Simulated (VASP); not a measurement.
Given:

```xyz
3
Lattice="0.0000 3.0348 2.9283 3.0015 0.0000 2.9283 3.0015 3.0348 0.0000" Properties=species:S:1:pos:R:3 pbc="T T T"
Al     1.5008     1.5174     1.4642
Al     4.5023     4.5521     4.3925
Pt     0.0905     0.0000     0.0000
```

Calculation: PW91 GGA, VASP's PBE PAW potentials (set 64) (plane waves; VASP). Settings: 400 eV cut-off, 8×8×8 Γ-centred mesh, first-order Methfessel-Paxton smearing of 0.10 eV, potentials Al Pt.

**Question.** Which forces act on the atoms, in eV/Å?

**Answer.** 
```
atom      Fx     Fy     Fz
----  ------  -----  -----
Al1    0.343  0.000  0.000
Al2    0.343  0.000  0.000
Pt3   -0.685  0.000  0.000
```

**Question.** Give the stress tensor in GPa (positive for a compressed cell).

**Answer.** 
```
-1.53   0.00   0.00
 0.00  -1.78   0.00
 0.00   0.00  -0.17
```
The pressure is its mean diagonal, -1.16 GPa.

The compound is PtAl2 in the fluorite structure. The cell was not relaxed at this level, atoms are displaced from their ideal sites. The run is one of a series of settings (GGA = 91 against the base run), some of them coarse on purpose.
